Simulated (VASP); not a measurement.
```yaml
crystal:
  lattice:
    - [0.00000, 2.62140, 2.62140]
    - [2.62140, 0.00000, 2.62140]
    - [2.62140, 2.62140, 0.00000]
  atoms:
    - { symbol: Li, position: [0.00000, 0.00000, 0.00000] }
    - { symbol: Cl, position: [0.50000, 0.50000, 0.50000] }
```

Calculation: PBE GGA, VASP's PBE PAW potentials (set 64) (plane waves; VASP 6.6.1). Settings: 520 eV cut-off, 7×7×7 Γ-centred mesh, Gaussian smearing of 0.050 eV, potentials Li_sv Cl.

Q: Give the stress tensor in GPa (positive for a compressed cell).

A: 
```
-1.61   0.00   0.00
 0.00  -1.61   0.00
 0.00   0.00  -1.61
```
The pressure is its mean diagonal, -1.61 GPa.

The compound is LiCl in the rock salt structure. The cell was not relaxed at this level.
